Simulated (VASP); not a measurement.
# I on the Zr site in a supercell of ZrS, part 2 of 5

Wanted: what I on the Zr site costs in ZrS and how the lattice relaxes round it. The start is a cell from a database of measured crystal structures.

VASP 6.6.1, plane waves and PAW; the level of theory is named at each step.

So far. Step 2 (The host at zero pressure): The run ended after 3 ionic steps, 0.033 eV below its first step, once forces and stress met EDIFFG = -0.02.

The database entry behind the starting cell differs from later determinations by our own check (an axis about 1.9 % long against later determinations), so it need not match the best structure at ambient conditions.

## Step 3: The supercell without the defect

Level of this step: PBEsol; plane waves and PAW (Zr_sv, S) (VASP).

System of this step: ZrS. It takes space group Fm-3m (No. 225, cubic). Conventional cell: a = 5.170 Å, b = 5.170 Å, c = 5.170 Å, α = 90.00°, β = 90.00°, γ = 90.00°. Nearest to Zr lie 6 S at 2.58 Å. S has 6 Zr at 2.58 Å nearest. Farther neighbours and most contacts between anions are not listed.

The same cell, mesh and cutoff without the defect give the energy to subtract and, in a gapped host, the band edges to count from, so that most errors cancel.

INCAR

```
SYSTEM = ZrS
PREC = Normal
ENCUT = 300
EDIFF = 1E-05
NELM = 120
ISMEAR = 1
SIGMA = 0.2
LREAL = Auto
ALGO = Fast
GGA = PS
NBANDS = 133
LORBIT = 11
LWAVE = .FALSE.
LCHARG = .FALSE.
KPAR = 4
```

POSCAR

```
ZrS
1.0
    0.0000000000      5.1699595546      5.1699595546
    5.1699595546      0.0000000000      5.1699595546
    7.7549393319      7.7549393319      0.0000000000
Zr S
12 12
Direct
    0.0000000000      0.0000000000      0.0000000000
    0.0000000000      0.0000000000      0.3333333333
    0.0000000000      0.0000000000      0.6666666667
    0.0000000000      0.5000000000      0.0000000000
    0.0000000000      0.5000000000      0.3333333333
    0.0000000000      0.5000000000      0.6666666667
    0.5000000000      0.0000000000      0.0000000000
    0.5000000000      0.0000000000      0.3333333333
    0.5000000000      0.0000000000      0.6666666667
    0.5000000000      0.5000000000      0.0000000000
    0.5000000000      0.5000000000      0.3333333333
    0.5000000000      0.5000000000      0.6666666667
    0.2500000000      0.2500000000      0.1666666667
    0.2500000000      0.2500000000      0.5000000000
    0.2500000000      0.2500000000      0.8333333333
    0.2500000000      0.7500000000      0.1666666667
    0.2500000000      0.7500000000      0.5000000000
    0.2500000000      0.7500000000      0.8333333333
    0.7500000000      0.2500000000      0.1666666667
    0.7500000000      0.2500000000      0.5000000000
    0.7500000000      0.2500000000      0.8333333333
    0.7500000000      0.7500000000      0.1666666667
    0.7500000000      0.7500000000      0.5000000000
    0.7500000000      0.7500000000      0.8333333333
```

KPOINTS

```
Automatic mesh
0
Gamma
4 4 3
0 0 0
```

PAW data sets: Zr_sv and S (PBE family, release 64).

Run with:

```sh
$ mpirun -np 4 vasp_std
```

What it wrote:

```text
[banner, memory and clock lines left out]
running    4 mpi-ranks, on    1 nodes
 distrk:  each k-point on    1 cores,    4 groups
 distr:  one band on    1 cores,    1 groups

 POSCAR found type information on POSCAR ZrS
 POSCAR found :  2 types and      24 ions
 [... a notice as in an earlier step ...]

 LDA part: xc-table for (Slater+PW92), standard interpolation
|                                                                             |
|           W    W    AA    RRRRR   N    N  II  N    N   GGGG   !!!           |
|           W    W   A  A   R    R  NN   N  II  NN   N  G    G  !!!           |
|           W    W  A    A  R    R  N N  N  II  N N  N  G       !!!           |
|           W WW W  AAAAAA  RRRRR   N  N N  II  N  N N  G  GGG   !            |
|           WW  WW  A    A  R   R   N   NN  II  N   NN  G    G                |
|           W    W  A    A  R    R  N    N  II  N    N   GGGG   !!!           |
|                                                                             |
|     Your reciprocal lattice and k-lattice belong to different lattice       |
|     classes:                                                                |
|                                                                             |
|        The reciprocal lattice is body-centered orthorhombic,                |
|        whereas your k-lattice is base-centered monoclinic.                  |
|                                                                             |
|     Results are often still useful ...                                      |
|                                                                             |

 POSCAR, INCAR and KPOINTS ok, starting setup
 FFT: planning ... GRIDC
 FFT: planning ... GRID_SOFT
 FFT: planning ... GRID
 WAVECAR not read
 entering main loop
       N       E                     dE             d eps       ncg     rms          rms(c)
DAV:   1     0.154331191391E+04    0.15433E+04   -0.81906E+04  4546   0.106E+03
DAV:   2    -0.529151463557E+02   -0.15962E+04   -0.15496E+04  5375   0.355E+02
DAV:   3    -0.194718843968E+03   -0.14180E+03   -0.13998E+03  6316   0.868E+01
DAV:   4    -0.207822376625E+03   -0.13104E+02   -0.13038E+02  6964   0.229E+01
DAV:   5    -0.208663172905E+03   -0.84080E+00   -0.83946E+00  6148   0.479E+00    0.582E+01
RMM:   6    -0.198112198416E+03    0.10551E+02   -0.28803E+01  5311   0.112E+01    0.269E+01
RMM:   7    -0.198430424383E+03   -0.31823E+00   -0.20703E+01  5962   0.748E+00    0.701E+00
RMM:   8    -0.198560362462E+03   -0.12994E+00   -0.84991E+00  5175   0.685E+00    0.512E+00
RMM:   9    -0.198071380350E+03    0.48898E+00   -0.21786E+00  5829   0.366E+00    0.110E+00
RMM:  10    -0.198138349126E+03   -0.66969E-01   -0.68168E-01  7602   0.122E+00    0.142E+00
RMM:  11    -0.198171258402E+03   -0.32909E-01   -0.24669E-01  7811   0.648E-01    0.156E+00
RMM:  12    -0.198200334615E+03   -0.29076E-01   -0.11283E-01  7834   0.432E-01    0.192E+00
RMM:  13    -0.198201923574E+03   -0.15890E-02   -0.34740E-02  8314   0.259E-01    0.201E+00
RMM:  14    -0.198192780657E+03    0.91429E-02   -0.12116E-02  7773   0.181E-01    0.183E+00
RMM:  15    -0.198186403746E+03    0.63769E-02   -0.58415E-03  8002   0.134E-01    0.167E+00
RMM:  16    -0.198177799103E+03    0.86046E-02   -0.47333E-03  7497   0.138E-01    0.143E+00
RMM:  17    -0.198163640545E+03    0.14159E-01   -0.20091E-02  8042   0.287E-01    0.821E-01
RMM:  18    -0.198160383421E+03    0.32571E-02   -0.46619E-03  7213   0.143E-01    0.614E-01
RMM:  19    -0.198159437832E+03    0.94559E-03   -0.13172E-03  7675   0.690E-02    0.523E-01
RMM:  20    -0.198159104176E+03    0.33366E-03   -0.42306E-04  7556   0.355E-02    0.491E-01
RMM:  21    -0.198158747251E+03    0.35692E-03   -0.21278E-04  6938   0.256E-02    0.470E-01
RMM:  22    -0.198156941262E+03    0.18060E-02   -0.37298E-03  8491   0.118E-01    0.235E-01
RMM:  23    -0.198156594082E+03    0.34718E-03   -0.14466E-03  7776   0.721E-02    0.877E-02
RMM:  24    -0.198156595411E+03   -0.13289E-05   -0.28733E-04  6236   0.284E-02    0.614E-02
RMM:  25    -0.198156573635E+03    0.21777E-04   -0.16696E-04  6060   0.227E-02    0.264E-02
RMM:  26    -0.198156574211E+03   -0.57620E-06   -0.99806E-05  5515   0.163E-02
   1 F= -.19815657E+03 E0= -.19817262E+03  d E =0.481423E-01
```

It took 93 s on 4 MPI ranks of Intel Xeon 6975P-C (Granite Rapids), shared host; peak memory 1.6 GiB.

From OUTCAR (step 3):

```text
  LATTYP: Found a face centered orthorhombic cell.
 ALAT       =     7.3114269190
 B/A-ratio  =     1.7320508076
 C/A-ratio  =     2.4494897428

 Subroutine GETGRP returns: Found  4 space group operations
 (whereof  4 operations were pure point group operations)

The static configuration has the point symmetry C_2h.

 Found     17 irreducible k-points:

   k-points           NKPTS =     17   k-points in BZ     NKDIM =     17   number of bands    NBANDS=    133

   dimension x,y,z NGX =    32 NGY =   32 NGZ =   48
   dimension x,y,z NGXF=    64 NGYF=   64 NGZF=   96

   ENCUT  =  300.0 eV  22.05 Ry    4.70 a.u.  10.33 10.33 15.49*2*pi/ulx,y,z

   NELECT =     216.0000    total number of electrons

 E-fermi :  11.1918

 k-point     1 :       0.0000    0.0000    0.0000
  band No.  band energies     occupation
    ...
    104       9.7317      2.00000
    105      10.4523      2.00000
    106      10.4560      2.00000
    107      10.8722      2.04635
    108      10.8722      2.04635
    109      11.2575      0.47537
    110      11.2575      0.47537
    111      11.6641     -0.00420
    112      11.6641     -0.00420
    113      11.6653     -0.00410
    ...

 k-point     2 :       0.2500    0.0000    0.0000
  band No.  band energies     occupation
    ...
    102      10.0696      2.00000
    103      10.0729      2.00000
    104      10.1211      2.00000
    105      10.1417      2.00000
    106      11.1230      1.54566
    107      11.4074     -0.06294
    108      11.4254     -0.06986
    109      11.4495     -0.06976
    110      11.4833     -0.05900
    111      11.4863     -0.05770
    ...

  Total       -1.9150771     -1.9150771     -1.4312914      1.3471844     -0.6878250     -0.6878250
  in kB       -7.4014048     -7.4014048     -5.5316660      5.2066088     -2.6583114     -2.6583115
  external PRESSURE =      -6.7781585 kB  Pullay stress =       0.0000000 kB

  energy-cutoff  :      300.00
  volume of cell :      414.56
      direct lattice vectors                 reciprocal lattice vectors
     0.000000000  5.169959555  5.169959555    -0.096712555  0.096712555  0.096712555
     5.169959555  0.000000000  5.169959555     0.096712555 -0.096712555  0.096712555
     7.754939332  7.754939332  0.000000000     0.064475037  0.064475037 -0.064475037

 POSITION                                       TOTAL-FORCE (eV/Angst)
 -----------------------------------------------------------------------------------
      0.00000      0.00000      0.00000        -0.000000      0.000000     -0.000000
      2.58498      2.58498      0.00000         0.000000     -0.000000      0.000000
      5.16996      5.16996      0.00000         0.000000     -0.000000     -0.000000
      2.58498      0.00000      2.58498        -0.000000      0.000000     -0.000000
      5.16996      2.58498      2.58498        -0.000000      0.000000      0.000000
      7.75494      5.16996      2.58498         0.000000     -0.000000     -0.000000
      0.00000      2.58498      2.58498        -0.000000      0.000000     -0.000000
      2.58498      5.16996      2.58498         0.000000     -0.000000      0.000000
      5.16996      7.75494      2.58498        -0.000000     -0.000000     -0.000000
      2.58498      2.58498      5.16996         0.000000      0.000000      0.000000
      5.16996      5.16996      5.16996        -0.000000      0.000000     -0.000000
      7.75494      7.75494      5.16996         0.000000      0.000000      0.000000
      2.58498      2.58498      2.58498        -0.000000     -0.000000      0.000000
      5.16996      5.16996      2.58498         0.000000     -0.000000      0.000000
      7.75494      7.75494      2.58498         0.000000      0.000000      0.000000
      5.16996      2.58498      5.16996         0.000000      0.000000      0.000000
      7.75494      5.16996      5.16996         0.000000      0.000000      0.000000
     10.33992      7.75494      5.16996         0.000000      0.000000      0.000000
      2.58498      5.16996      5.16996        -0.000000     -0.000000      0.000000
      5.16996      7.75494      5.16996         0.000000     -0.000000      0.000000
      7.75494     10.33992      5.16996        -0.000000     -0.000000      0.000000
      5.16996      5.16996      7.75494        -0.000000     -0.000000      0.000000
      7.75494      7.75494      7.75494         0.000000      0.000000      0.000000
     10.33992     10.33992      7.75494         0.000000      0.000000      0.000000
 -----------------------------------------------------------------------------------
    total drift:                                0.000000      0.000000     -0.000000

  FREE ENERGIE OF THE ION-ELECTRON SYSTEM (eV)
  ---------------------------------------------------
  free  energy   TOTEN  =      -198.1565742110 eV

  energy  without entropy=     -198.2047165247  energy(sigma->0) =     -198.17262165

 total charge
# of ion       s       p       d       tot
------------------------------------------
    1        2.130   5.966   1.769   9.864
    2        2.130   5.966   1.769   9.864
    3        2.130   5.966   1.769   9.864
    4        2.130   5.966   1.769   9.864
    5        2.130   5.966   1.769   9.864
    6        2.130   5.966   1.769   9.864
    7        2.130   5.966   1.769   9.864
    8        2.130   5.966   1.769   9.864
    9        2.130   5.966   1.769   9.864
   10        2.130   5.966   1.769   9.864
   11        2.130   5.966   1.769   9.864
   12        2.130   5.966   1.769   9.864
   13        1.303   2.460   0.000   3.763
   14        1.303   2.460   0.000   3.763
   15        1.303   2.460   0.000   3.763
   16        1.303   2.460   0.000   3.763
   17        1.303   2.460   0.000   3.763
   18        1.303   2.460   0.000   3.763
   19        1.303   2.460   0.000   3.763
   20        1.303   2.460   0.000   3.763
   21        1.303   2.460   0.000   3.763
   22        1.303   2.460   0.000   3.763
   23        1.303   2.460   0.000   3.763
   24        1.303   2.460   0.000   3.763
--------------------------------------------------
tot         41.193 101.113  21.223 163.529

[... 7 further parts left out ...]
```

This step gave:

```
electronic cycles       : 26
electrons               : 216
free energy (TOTEN)     : -198.1566 eV
energy at zero smearing : -198.1726 eV
Fermi energy            : 11.19 eV
```

The host is treated as a metal, as its relaxation found a gap under 0.3 eV or none, and only the neutral defect is run.

## Step 4: Relaxing the atoms

This step: PBEsol; plane waves and PAW (I) (VASP 6.6.1).

System of this step: I2. The cell holds 2 atoms: 2 I. Cell: a = 11.000 Å, b = 11.500 Å, c = 15.000 Å, α = 90.0°, β = 90.0°, γ = 90.0°. Vacuum lies along a, b and c.

The reference for I is the I2 molecule, relaxed in a box at the cutoff of the large cell.

INCAR

```
SYSTEM = I
PREC = Normal
ENCUT = 300
EDIFF = 1E-05
NELM = 120
ISMEAR = 0
SIGMA = 0.01
LREAL = Auto
ALGO = Fast
GGA = PS
NBANDS = 13
LORBIT = 11
LWAVE = .FALSE.
LCHARG = .FALSE.
NCORE = 4
IBRION = 2
NSW = 20
ISIF = 2
EDIFFG = -0.03
POTIM = 0.4
MAXMIX = 40
ISYM = 0
```

POSCAR

```
I
1.0
   11.0000000000      0.0000000000      0.0000000000
    0.0000000000     11.5000000000      0.0000000000
    0.0000000000      0.0000000000     15.0000000000
I
2
Direct
    0.5000000000      0.5000000000      0.4110000000
    0.5000000000      0.5000000000      0.5890000000
```

KPOINTS

```
Automatic mesh
0
Gamma
1 1 1
0 0 0
```

PAW data sets: I (PBE family, release 64).

Run with:

```sh
$ mpirun -np 4 vasp_gam
```

What it wrote:

```text
[banner, memory and clock lines left out]
running    4 mpi-ranks, on    1 nodes
 distrk:  each k-point on    4 cores,    1 groups
 distr:  one band on    4 cores,    1 groups

 POSCAR found type information on POSCAR I
 POSCAR found :  1 types and       2 ions
|                                                                             |
|               ----> ADVICE to this user running VASP <----                  |
|                                                                             |
|     You have a (more or less) 'small supercell' and for smaller cells       |
|     it is recommended to use the reciprocal-space projection scheme!        |
|     The real-space optimization is not efficient for small cells and it     |
|     is also less accurate ...                                               |
|     Therefore, set LREAL=.FALSE. in the INCAR file.                         |
|                                                                             |

 [... a notice as in an earlier step ...]

 LDA part: xc-table for (Slater+PW92), standard interpolation
 POSCAR, INCAR and KPOINTS ok, starting setup
 FFT: planning ... GRIDC
 FFT: planning ... GRID_SOFT
 FFT: planning ... GRID
 WAVECAR not read
 entering main loop
       N       E                     dE             d eps       ncg     rms          rms(c)
DAV:   1     0.116411070216E+03    0.11641E+03   -0.18179E+03    26   0.348E+02
DAV:   2     0.223100433008E+02   -0.94101E+02   -0.93398E+02    52   0.790E+01
DAV:   3    -0.239020835281E+01   -0.24700E+02   -0.24680E+02    39   0.544E+01
DAV:   4    -0.310229055772E+01   -0.71208E+00   -0.71198E+00    31   0.116E+01
DAV:   5    -0.311558019205E+01   -0.13290E-01   -0.13290E-01    44   0.221E+00    0.579E+00
RMM:   6    -0.293804967557E+01    0.17753E+00   -0.10621E-01    26   0.166E+00    0.351E+00
RMM:   7    -0.285750730452E+01    0.80542E-01   -0.28092E-01    26   0.286E+00    0.266E-01
RMM:   8    -0.286036623028E+01   -0.28589E-02   -0.29965E-02    26   0.129E+00    0.793E-02
RMM:   9    -0.286106959527E+01   -0.70336E-03   -0.49318E-03    26   0.573E-01    0.599E-02
RMM:  10    -0.286277773474E+01   -0.17081E-02   -0.16929E-03    27   0.315E-01    0.265E-02
RMM:  11    -0.286326392449E+01   -0.48619E-03   -0.41279E-04    26   0.147E-01    0.187E-02
RMM:  12    -0.286435688378E+01   -0.10930E-02   -0.24366E-04    25   0.913E-02    0.127E-02
RMM:  13    -0.286495266999E+01   -0.59579E-03   -0.13529E-04    24   0.552E-02    0.110E-02
RMM:  14    -0.286543167400E+01   -0.47900E-03   -0.57713E-05    24   0.352E-02    0.507E-03
RMM:  15    -0.286548238244E+01   -0.50708E-04   -0.21285E-05    22   0.200E-02    0.603E-03
RMM:  16    -0.286562118736E+01   -0.13880E-03   -0.14024E-05    20   0.152E-02    0.610E-03
RMM:  17    -0.286563549469E+01   -0.14307E-04   -0.20778E-06    17   0.639E-03    0.332E-03
RMM:  18    -0.286565033460E+01   -0.14840E-04   -0.18146E-06    17   0.582E-03    0.153E-03
RMM:  19    -0.286565684227E+01   -0.65077E-05    0.00000E+00    11   0.321E-03
   1 F= -.28656568E+01 E0= -.28656568E+01  d E =-.286566E+01
 curvature:   0.00 expect dE= 0.000E+00 dE for cont linesearch  0.000E+00
 trial: gam= 0.00000 g(F)=  0.889E-03 g(S)=  0.000E+00 ort = 0.000E+00 (trialstep = 0.100E+01)
 search vector abs. value=  0.889E-03
 bond charge predicted
       N       E                     dE             d eps       ncg     rms          rms(c)
DAV:   1    -0.286610292040E+01   -0.45259E-03   -0.31154E-02    31   0.775E-01    0.132E-01
RMM:   2    -0.286612797898E+01   -0.25059E-04   -0.79264E-04    26   0.171E-01    0.286E-02
RMM:   3    -0.286616550624E+01   -0.37527E-04   -0.35544E-04    26   0.959E-02    0.357E-02
RMM:   4    -0.286616848545E+01   -0.29792E-05   -0.91677E-05    26   0.487E-02
   2 F= -.28661685E+01 E0= -.28661685E+01  d E =-.511643E-03
 trial-energy change:   -0.000512  1 .order   -0.000428   -0.000889    0.000033
 step:   0.9769(harm=  0.9646)  dis= 0.00405  next Energy=    -2.866169 (dE=-0.512E-03)
 reached required accuracy - stopping structural energy minimisation
```

Elapsed: 3.4 s, on 4 MPI ranks; peak memory 0.75 GiB; 12 s of CPU time.

Parts of OUTCAR (step 4):

```text
 Found      1 irreducible k-points:

   k-points           NKPTS =      1   k-points in BZ     NKDIM =      1   number of bands    NBANDS=     13

   dimension x,y,z NGX =    48 NGY =   50 NGZ =   64
   dimension x,y,z NGXF=    96 NGYF=  100 NGZF=  128

   ENCUT  =  300.0 eV  22.05 Ry    4.70 a.u.  15.53 16.24 21.18*2*pi/ulx,y,z

   NELECT =      14.0000    total number of electrons

 E-fermi :  -5.7753

 k-point     1 :       0.0000    0.0000    0.0000
  band No.  band energies     occupation
    ...
      3      -9.2885      2.00000
      4      -7.5323      2.00000
      5      -7.5322      2.00000
      6      -5.8778      2.00000
      7      -5.8777      2.00000
      8      -4.0341      0.00000
      9      -0.2898      0.00000
     10       0.5047      0.00000
     11       0.5392      0.00000
     12       0.9242      0.00000
    ...

  Total       -0.0003784     -0.0044115     -0.1935233     -0.0000145      0.0000057      0.0000032
  in kB       -0.0003195     -0.0037249     -0.1634038     -0.0000123      0.0000048      0.0000027
  external PRESSURE =      -0.0558161 kB  Pullay stress =       0.0000000 kB

  energy-cutoff  :      300.00
  volume of cell :     1897.50
      direct lattice vectors                 reciprocal lattice vectors
    11.000000000  0.000000000  0.000000000     0.090909091  0.000000000  0.000000000
     0.000000000 11.500000000  0.000000000     0.000000000  0.086956522  0.000000000
     0.000000000  0.000000000 15.000000000     0.000000000  0.000000000  0.066666667

 POSITION                                       TOTAL-FORCE (eV/Angst)
 -----------------------------------------------------------------------------------
      5.50000      5.75000      6.16914         0.000001     -0.000002     -0.003938
      5.50000      5.75000      8.83086        -0.000001      0.000002      0.003938
 -----------------------------------------------------------------------------------
    total drift:                               -0.000005     -0.000027      0.000001

  FREE ENERGIE OF THE ION-ELECTRON SYSTEM (eV)
  ---------------------------------------------------
  free  energy   TOTEN  =        -2.8661684855 eV

  energy  without entropy=       -2.8661684855  energy(sigma->0) =       -2.86616849

 total charge
# of ion       s       p       d       tot
------------------------------------------
    1        1.520   2.686   0.024   4.230
    2        1.520   2.686   0.024   4.230
--------------------------------------------------
tot          3.040   5.372   0.048   8.460

[... 1 part as in an earlier step ...]

[... 3 further parts left out ...]
```

CONTCAR:

```
I
   1.00000000000000
    11.0000000000000000    0.0000000000000000    0.0000000000000000
     0.0000000000000000   11.5000000000000000    0.0000000000000000
     0.0000000000000000    0.0000000000000000   15.0000000000000000
  I
     2
Direct
     0.4999999974307495    0.4999999977718462    0.4112761693035239
     0.5000000025692506    0.5000000022281538    0.5887238306964760
```

Relaxation path:

```
step  energy less that of the first step (eV)  largest force (eV/Å)
   1                                   0.0000                0.1073
   2                                  -0.0005                0.0039
```

This step gave:

```
electronic cycles                                     : 23
electrons                                             : 14
free energy (TOTEN)                                   : -2.866 eV
gap between the highest filled and lowest empty level : 1.844 eV
```

The run ended after 2 ionic steps, 0.001 eV below its first step, once the forces on the free atoms met EDIFFG = -0.03.

Energy at zero smearing: -2.86617 eV.

[end of part 2 of 5]

[Lines on the potential files, build, host, timing and source positions are cut from VASP's logs without a mark.]

[Logs are printed without paths, hosts, clocks, repeated set-up lines and the standing remarks that a program may print on its own settings, such as how far it seeks lower states.]

[Hosts, paths, dates, database ids (printed as entryN), source tags and the programs' standing remarks are cut or masked in the printed files.]

[In band tables of VASP the shares of atoms and orbitals are scaled to a sum of 1 inside the atoms' spheres.]

[Runs that stopped without an error message from VASP are left out.]
